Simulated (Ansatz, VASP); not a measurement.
# Ti (Titanium): VASP beside Ansatz, part 2 of 2

Aim: how closely do two programs agree when they are given the same cell, functional and k mesh? The cell is taken from a series of runs on this material, whose earlier steps may have relaxed, scaled, displaced or heated it; both programs get it as it stands.

VASP 6.6.1 and Ansatz 0.2.0.

So far: The structure; Ansatz: zone-centre phonons, PBEsol.

## Step 3: VASP: zone-centre phonons, PBEsol

Level of this step: PBEsol; plane waves and PAW (Ti_sv) (VASP).

The same cell, functional, mesh and smearing now go to VASP, with its own data sets.

Lines of VASP's logs that name or quote its potential files are left out, and so is its time.

Input file INCAR:

```
SYSTEM = Ti
PREC = Accurate
ENCUT = 500
EDIFF = 1E-08
NELM = 120
ISMEAR = 1
SIGMA = 0.2
LREAL = .FALSE.
ALGO = Normal
GGA = PS
NBANDS = 18
LASPH = .TRUE.
LORBIT = 11
LWAVE = .FALSE.
LCHARG = .FALSE.
ISIF = 2
IBRION = 8
GGA_COMPAT = .FALSE.
KPAR = 2
```

Input file POSCAR:

```
Ti
1.0
    2.9182456679      0.0000000000      0.0000000000
   -1.4591228339      2.5272748829      0.0000000000
    0.0000000000      0.0000000000      4.4969655984
Ti
2
Direct
    0.3333331377      0.6666668623      0.2500000000
    0.6666668623      0.3333331377      0.7500000000
```

Input file KPOINTS:

```
Automatic mesh
0
Gamma
18 18 12
0 0 0
```

PAW data sets: Ti_sv (PBE family, release 64).

Run with:

```sh
$ mpirun -np 2 vasp_std
```

Numbers of over 12 decimals in the logs are rounded to 6 here.

The log of the run:

```text
[banner, memory and clock lines left out]
running    2 mpi-ranks, on    1 nodes
 distrk:  each k-point on    1 cores,    2 groups
 distr:  one band on    1 cores,    1 groups

 POSCAR found type information on POSCAR Ti
 POSCAR found :  1 types and       2 ions
|                                                                             |
|               ----> ADVICE to this user running VASP <----                  |
|                                                                             |
|     You enforced a specific xc type in the INCAR file but a different       |
|     [... a line on the potential file left out ...]
|     I HOPE YOU KNOW WHAT YOU ARE DOING!                                     |
|                                                                             |

 LDA part: xc-table for (Slater+PW92), standard interpolation
 POSCAR, INCAR and KPOINTS ok, starting setup
 FFT: planning ... GRIDC
 FFT: planning ... GRID_SOFT
 FFT: planning ... GRID
 WAVECAR not read
 entering main loop
       N       E                     dE             d eps       ncg     rms          rms(c)
DAV:   1     0.253466497048E+03    0.25347E+03   -0.12970E+04  9332   0.164E+03
DAV:   2     0.107065217675E+02   -0.24276E+03   -0.23957E+03  9530   0.451E+02
DAV:   3    -0.176851913882E+02   -0.28392E+02   -0.28073E+02 17510   0.127E+02
DAV:   4    -0.188283374689E+02   -0.11431E+01   -0.11422E+01 10736   0.265E+01
DAV:   5    -0.188830022199E+02   -0.54665E-01   -0.54656E-01 14476   0.413E+00    0.130E+01
DAV:   6    -0.166744406594E+02    0.22086E+01   -0.79144E+00 10948   0.298E+01    0.327E+00
DAV:   7    -0.166502734106E+02    0.24167E-01   -0.87718E-01 14218   0.714E+00    0.211E+00
DAV:   8    -0.166803824097E+02   -0.30109E-01   -0.24176E-01 10814   0.597E+00    0.787E-01
DAV:   9    -0.166703323655E+02    0.10050E-01   -0.56492E-02 10960   0.255E+00    0.740E-02
DAV:  10    -0.166707653807E+02   -0.43302E-03   -0.32634E-03 13628   0.388E-01    0.984E-02
DAV:  11    -0.166708157849E+02   -0.50404E-04   -0.24317E-04 11130   0.123E-01    0.382E-02
DAV:  12    -0.166708071656E+02    0.86193E-05   -0.39355E-05 11586   0.581E-02    0.613E-03
DAV:  13    -0.166708071232E+02    0.42409E-07   -0.17940E-06 11968   0.118E-02    0.713E-04
DAV:  14    -0.166708071400E+02   -0.16822E-07   -0.17208E-07 13822   0.277E-03    0.417E-04
DAV:  15    -0.166708072045E+02   -0.64546E-07   -0.34666E-08 10812   0.111E-03    0.647E-05
DAV:  16    -0.166708072205E+02   -0.15917E-07   -0.28330E-09  5310   0.485E-04    0.993E-05
DAV:  17    -0.166708072130E+02    0.74701E-08   -0.47615E-10  5268   0.190E-04
   1 F= -.16670807E+02 E0= -.16672353E+02  d E =0.463789E-02
 Linear response reoptimize wavefunctions to high precision
DAV:   1    -0.166708072126E+02    0.40018E-09   -0.14969E-10  5356   0.806E-05
DAV:   2    -0.166708072126E+02   -0.13188E-10   -0.70107E-11  5192   0.557E-05
 Linear response DOF=           2
 Linear response progress:
  Degree of freedom:   1/  2
       N       E                     dE             d eps       ncg     rms          rms(c)
 HAMIL_LR internal error: the vector H(1)-e(1) S(1) |phi(0)> is not orthogonal t
 o |phi(0)>         260           1 -1.572279452895465E-004
 HAMIL_LR internal error: the vector H(1)-e(1) S(1) |phi(0)> is not orthogonal t
 o |phi(0)>         260           2 -1.650245267471456E-004
 HAMIL_LR internal error: the vector H(1)-e(1) S(1) |phi(0)> is not orthogonal t
 o |phi(0)>         260           9  8.246487045842993E-004
 HAMIL_LR internal error: the vector H(1)-e(1) S(1) |phi(0)> is not orthogonal t
 o |phi(0)>         260          10  4.656163932103552E-004
 HAMIL_LR internal error: the vector H(1)-e(1) S(1) |phi(0)> is not orthogonal t
 o |phi(0)>         260          11  1.331690087542498E-004
 HAMIL_LR internal error: the vector H(1)-e(1) S(1) |phi(0)> is not orthogonal t
 o |phi(0)>         260          12  1.622706638714916E-004
 HAMIL_LR internal error: the vector H(1)-e(1) S(1) |phi(0)> is not orthogonal t
 o |phi(0)>         260          14  1.076584493972799E-004
 HAMIL_LR internal error: the vector H(1)-e(1) S(1) |phi(0)> is not orthogonal t
 o |phi(0)>         260          15  1.348079205827357E-004
 HAMIL_LR internal error: the vector H(1)-e(1) S(1) |phi(0)> is not orthogonal t
 o |phi(0)>         260          16  1.775882274891762E-004
 HAMIL_LR internal error: the vector H(1)-e(1) S(1) |phi(0)> is not orthogonal t
 o |phi(0)>         260          17  1.843068684239182E-004
 HAMIL_LR internal error: the vector H(1)-e(1) S(1) |phi(0)> is not orthogonal t
 o |phi(0)>         262           1 -1.576708539920628E-004
 HAMIL_LR internal error: the vector H(1)-e(1) S(1) |phi(0)> is not orthogonal t
 o |phi(0)>         262           2 -1.651576317614478E-004
 HAMIL_LR internal error: the vector H(1)-e(1) S(1) |phi(0)> is not orthogonal t
[...]
HAMIL_LR internal error: the vector H(1)-e(1) S(1) |phi(0)> is not orthogonal t
 o |phi(0)>         303          13 -1.064426572263358E-004
 HAMIL_LR internal error: the vector H(1)-e(1) S(1) |phi(0)> is not orthogonal t
 o |phi(0)>         303          14  1.267070635443401E-004
 HAMIL_LR internal error: the vector H(1)-e(1) S(1) |phi(0)> is not orthogonal t
 o |phi(0)>         305          18 -1.906576534600394E-004
[...]
HAMIL_LR internal error: the vector H(1)-e(1) S(1) |phi(0)> is not orthogonal t
 o |phi(0)>         366          12  1.723229264669612E-004
 HAMIL_LR internal error: the vector H(1)-e(1) S(1) |phi(0)> is not orthogonal t
 o |phi(0)>         337          12  1.528068927311443E-004
 HAMIL_LR internal error: the vector H(1)-e(1) S(1) |phi(0)> is not orthogonal t
 o |phi(0)>         339          12  1.076786802624019E-004
 HAMIL_LR internal error: the vector H(1)-e(1) S(1) |phi(0)> is not orthogonal t
 o |phi(0)>         380          18 -1.133375600878006E-004
 HAMIL_LR internal error: the vector H(1)-e(1) S(1) |phi(0)> is not orthogonal t
 o |phi(0)>         382          13  2.463740727268182E-004
 HAMIL_LR internal error: the vector H(1)-e(1) S(1) |phi(0)> is not orthogonal t
 o |phi(0)>         382          14 -1.304126503869560E-004
 HAMIL_LR internal error: the vector H(1)-e(1) S(1) |phi(0)> is not orthogonal t
 o |phi(0)>         382          15 -1.473339098994053E-004
 HAMIL_LR internal error: the vector H(1)-e(1) S(1) |phi(0)> is not orthogonal t
 o |phi(0)>         353          14  1.208898721899443E-004
 HAMIL_LR internal error: the vector H(1)-e(1) S(1) |phi(0)> is not orthogonal t
 o |phi(0)>         384           9  1.054029140009280E-004
 HAMIL_LR internal error: the vector H(1)-e(1) S(1) |phi(0)> is not orthogonal t
 o |phi(0)>         384          10 -1.240509722854818E-004
 HAMIL_LR internal error: the vector H(1)-e(1) S(1) |phi(0)> is not orthogonal t
 o |phi(0)>         355          13  1.923170455172540E-004
 HAMIL_LR internal error: the vector H(1)-e(1) S(1) |phi(0)> is not orthogonal t
 o |phi(0)>         355          14 -1.168057246462295E-004
 HAMIL_LR internal error: the vector H(1)-e(1) S(1) |phi(0)> is not orthogonal t
 o |phi(0)>         355          18 -1.471369531323985E-004
 HAMIL_LR internal error: the vector H(1)-e(1) S(1) |phi(0)> is not orthogonal t
 o |phi(0)>         357          10 -1.215444291518264E-004
 HAMIL_LR internal error: the vector H(1)-e(1) S(1) |phi(0)> is not orthogonal t
 o |phi(0)>         386          13  1.174649454458443E-004
 HAMIL_LR internal error: the vector H(1)-e(1) S(1) |phi(0)> is not orthogonal t
 o |phi(0)>         386          17 -1.087254587439634E-004
 HAMIL_LR internal error: the vector H(1)-e(1) S(1) |phi(0)> is not orthogonal t
 o |phi(0)>         388           9  1.576543114779477E-004
 HAMIL_LR internal error: the vector H(1)-e(1) S(1) |phi(0)> is not orthogonal t
 o |phi(0)>         388          10 -1.777118155363300E-004
 HAMIL_LR internal error: the vector H(1)-e(1) S(1) |phi(0)> is not orthogonal t
 o |phi(0)>         359          16 -1.049283506935894E-004
 HAMIL_LR internal error: the vector H(1)-e(1) S(1) |phi(0)> is not orthogonal t
 o |phi(0)>         388          17 -1.326264363577523E-004
 HAMIL_LR internal error: the vector H(1)-e(1) S(1) |phi(0)> is not orthogonal t
 o |phi(0)>         361           9  1.351251458807864E-004
 HAMIL_LR internal error: the vector H(1)-e(1) S(1) |phi(0)> is not orthogonal t
 o |phi(0)>         361          10 -1.710024206937333E-004
 HAMIL_LR internal error: the vector H(1)-e(1) S(1) |phi(0)> is not orthogonal t
 o |phi(0)>         390          13  1.718606078401352E-004
 HAMIL_LR internal error: the vector H(1)-e(1) S(1) |phi(0)> is not orthogonal t
 o |phi(0)>         390          14 -1.319920677156361E-004
 HAMIL_LR internal error: the vector H(1)-e(1) S(1) |phi(0)> is not orthogonal t
 o |phi(0)>         392           9  1.368318244682996E-004
 HAMIL_LR internal error: the vector H(1)-e(1) S(1) |phi(0)> is not orthogonal t
 o |phi(0)>         392          10 -1.472397467703543E-004
 HAMIL_LR internal error: the vector H(1)-e(1) S(1) |phi(0)> is not orthogonal t
 o |phi(0)>         365           9  1.132139928358145E-004
 HAMIL_LR internal error: the vector H(1)-e(1) S(1) |phi(0)> is not orthogonal t
 o |phi(0)>         365          10 -1.272723799209674E-004
 HAMIL_LR internal error: the vector H(1)-e(1) S(1) |phi(0)> is not orthogonal t
 o |phi(0)>         367          11  1.074501767171776E-004
 HAMIL_LR internal error: the vector H(1)-e(1) S(1) |phi(0)> is not orthogonal t
 o |phi(0)>         373          18  2.214737096017105E-004
 HAMIL_LR internal error: the vector H(1)-e(1) S(1) |phi(0)> is not orthogonal t
 o |phi(0)>         381          13  1.626291503497579E-004
 HAMIL_LR internal error: the vector H(1)-e(1) S(1) |phi(0)> is not orthogonal t
 o |phi(0)>         381          15 -1.158023050732426E-004
 HAMIL_LR internal error: the vector H(1)-e(1) S(1) |phi(0)> is not orthogonal t
 o |phi(0)>         383           9  1.085066913509188E-004
 HAMIL_LR internal error: the vector H(1)-e(1) S(1) |phi(0)> is not orthogonal t
 o |phi(0)>         383          10 -1.280389421641770E-004
 HAMIL_LR internal error: the vector H(1)-e(1) S(1) |phi(0)> is not orthogonal t
 o |phi(0)>         385          17 -1.270573569370770E-004
 HAMIL_LR internal error: the vector H(1)-e(1) S(1) |phi(0)> is not orthogonal t
 o |phi(0)>         387          13  2.432787465976305E-004
 HAMIL_LR internal error: the vector H(1)-e(1) S(1) |phi(0)> is not orthogonal t
 o |phi(0)>         387          14 -1.488654731570671E-004
 HAMIL_LR internal error: the vector H(1)-e(1) S(1) |phi(0)> is not orthogonal t
 o |phi(0)>         389           9  1.161845580651862E-004
 HAMIL_LR internal error: the vector H(1)-e(1) S(1) |phi(0)> is not orthogonal t
 o |phi(0)>         389          10 -1.316757060886367E-004
 HAMIL_LR internal error: the vector H(1)-e(1) S(1) |phi(0)> is not orthogonal t
 o |phi(0)>         389          17 -1.063007020153384E-004
 HAMIL_LR internal error: the vector H(1)-e(1) S(1) |phi(0)> is not orthogonal t
 o |phi(0)>         391          13  2.758607960069298E-004
 HAMIL_LR internal error: the vector H(1)-e(1) S(1) |phi(0)> is not orthogonal t
 o |phi(0)>         391          14 -1.898113792773437E-004
 HAMIL_LR internal error: the vector H(1)-e(1) S(1) |phi(0)> is not orthogonal t
 o |phi(0)>         391          17 -1.130722867369593E-004
 HAMIL_LR internal error: the vector H(1)-e(1) S(1) |phi(0)> is not orthogonal t
 o |phi(0)>         393          12  2.044278433343538E-004
 HAMIL_LR internal error: the vector H(1)-e(1) S(1) |phi(0)> is not orthogonal t
 o |phi(0)>         393          14 -1.314208345895296E-004
RMM:  19    -0.626420325378E+00   -0.98857E-07   -0.35722E-06 34929   0.613E-04    0.380E-05
 first order change of Fermi-energy  -0.19512E-03
 force on displaced ion       1 direction 3 :   0.000  -0.000  -4.256
 Linear response finished
```

From OUTCAR (step 3):

```text
ion  position               nearest neighbor table
   1  0.333  0.667  0.250-   2 2.81   2 2.81   2 2.81   2 2.81   2 2.81   2 2.81
   2  0.667  0.333  0.750-   1 2.81   1 2.81   1 2.81   1 2.81   1 2.81   1 2.81

  LATTYP: Found a hexagonal cell.
 ALAT       =     2.9182456679
 C/A-ratio  =     1.5409825320

 Subroutine GETGRP returns: Found 24 space group operations
 (whereof 12 operations were pure point group operations)

The static configuration has the point symmetry D_3d.
 The point group associated with its full space group is D_6h.

 Found    259 irreducible k-points:

   k-points           NKPTS =    259   k-points in BZ     NKDIM =    259   number of bands    NBANDS=     18

   dimension x,y,z NGX =    24 NGY =   24 NGZ =   36
   dimension x,y,z NGXF=    48 NGYF=   48 NGZF=   72

   ENCUT  =  500.0 eV  36.75 Ry    6.06 a.u.   5.32  5.32  8.20*2*pi/ulx,y,z

   NELECT =      24.0000    total number of electrons

 k-points in reciprocal lattice and weights: Automatic mesh
   0.00000000  0.00000000  0.00000000       0.000
   0.05555556  0.00000000  0.00000000       0.002
   0.11111111  0.00000000  0.00000000       0.002
   0.16666667 -0.00000000  0.00000000       0.002
   0.22222222  0.00000000  0.00000000       0.002
   0.27777778  0.00000000  0.00000000       0.002
   0.33333333  0.00000000  0.00000000       0.002
   0.38888889  0.00000000  0.00000000       0.002
   0.44444444  0.00000000  0.00000000       0.002
[...]
0.33333333  0.27777778  0.50000000       0.003
   0.33333333  0.33333333  0.50000000       0.001

 average (electrostatic) potential at core
       1 -71.7129       2 -71.7129

  Total       -0.0676980     -0.0676980      0.5771954     -0.0000000     -0.0000000      0.0000000
  in kB       -3.2703374     -3.2703374     27.8830008     -0.0000000     -0.0000000      0.0000000
  external PRESSURE =       7.1141087 kB  Pullay stress =       0.0000000 kB

  energy-cutoff  :      500.00
  volume of cell :       33.17
      direct lattice vectors                 reciprocal lattice vectors
     2.918245668  0.000000000  0.000000000     0.342671630  0.197841558  0.000000000
    -1.459122834  2.527274883  0.000000000     0.000000000  0.395683116  0.000000000
     0.000000000  0.000000000  4.496965598     0.000000000  0.000000000  0.222372170

 POSITION                                       TOTAL-FORCE (eV/Angst)
 -----------------------------------------------------------------------------------
     -0.00000      1.68485      1.12424        -0.000000      0.000000      0.000000
      1.45912      0.84242      3.37272         0.000000     -0.000000      0.000000
 -----------------------------------------------------------------------------------
    total drift:                               -0.001361      0.000786     -0.000398

 Eigenvectors and eigenvalues of the dynamical matrix
 ----------------------------------------------------

   1 f  =    6.591199 THz    41.413722 2PiTHz  219.858720 cm-1    27.258995 meV
             X         Y         Z           dx          dy          dz
     -0.000001  1.684850  1.124241     0.000000    0.000000    0.707107
      1.459124  0.842424  3.372724    -0.000000    0.000000   -0.707107

   2 f  =    3.910937 THz    24.573139 2PiTHz  130.454801 cm-1    16.174327 meV
             X         Y         Z           dx          dy          dz
     -0.000001  1.684850  1.124241     0.423583    0.566196   -0.000000
      1.459124  0.842424  3.372724    -0.423583   -0.566196    0.000000

   3 f  =    3.910937 THz    24.573139 2PiTHz  130.454801 cm-1    16.174327 meV
             X         Y         Z           dx          dy          dz
     -0.000001  1.684850  1.124241    -0.566196    0.423583    0.000000
      1.459124  0.842424  3.372724     0.566196   -0.423583    0.000000

   4 f  =    0.000000 THz     0.000000 2PiTHz    0.000002 cm-1     0.000000 meV
             X         Y         Z           dx          dy          dz
     -0.000001  1.684850  1.124241     0.087457   -0.701677    0.000000
      1.459124  0.842424  3.372724     0.087457   -0.701677    0.000000

   5 f  =    0.000000 THz     0.000000 2PiTHz    0.000000 cm-1     0.000000 meV
             X         Y         Z           dx          dy          dz
     -0.000001  1.684850  1.124241     0.000000    0.000000    0.707107
      1.459124  0.842424  3.372724    -0.000000    0.000000    0.707107

   6 f/i=    0.000000 THz     0.000000 2PiTHz    0.000002 cm-1     0.000000 meV
             X         Y         Z           dx          dy          dz
     -0.000001  1.684850  1.124241    -0.701677   -0.087457   -0.000000
      1.459124  0.842424  3.372724    -0.701677   -0.087457    0.000000

 ELASTIC MODULI CONTR FROM IONIC RELAXATION (kBar)
 Direction    XX          YY          ZZ          XY          YZ          ZX
 --------------------------------------------------------------------------------
 XX        -220.6712    220.6712      0.0000     -0.0000      0.0000     -0.0000
 YY         220.6712   -220.6712      0.0000     -0.0000      0.0000      0.0000
 ZZ           0.0000      0.0000     -0.0000      0.0000      0.0000      0.0000
 XY          -0.0000     -0.0000      0.0000   -220.6712      0.0000      0.0000
 YZ           0.0000      0.0000      0.0000      0.0000      0.0000      0.0000
 ZX          -0.0000      0.0000      0.0000      0.0000      0.0000     -0.0000
 --------------------------------------------------------------------------------
```

## Step 4: Comparison

Known differences besides the potentials themselves: the cutoff is 420 eV in Ansatz and 500 eV in VASP; Ansatz makes its cores anew for this functional, VASP keeps those of its PBE data sets. Total energies have different zeros and are not compared.

Compared:

```tsv
quantity	Ansatz	VASP	difference
optical mode 1 to 2 (cm⁻¹)	130.4	130.5	-0.04 %
optical mode 3 (cm⁻¹)	218.8	219.9	-0.50 %
```

Modes are paired by rising frequency, not by their patterns, so a pair may set unlike modes beside each other; they are those without the splitting of longitudinal modes.

## Step 5: What came out

- r.m.s. difference of the optical zone-centre modes, each program's sorted by frequency (zone-centre phonons, PBEsol): 0.64 cm⁻¹

**Reading.** The r.m.s. difference of the optical zone-centre modes, each program's sorted by frequency is 0.64 cm⁻¹ (zone-centre phonons, PBEsol). How closely two codes agree says nothing of how well the functional describes the real material.

[Lines on the potential files, build, host, timing and source positions are cut from VASP's logs without a mark.]

[Logs are printed without paths, hosts, clocks, repeated set-up lines and the standing remarks that a program may print on its own settings, such as how far it seeks lower states.]

[Hosts, paths, dates, database ids (printed as entryN), source tags and the programs' standing remarks are cut or masked in the printed files.]
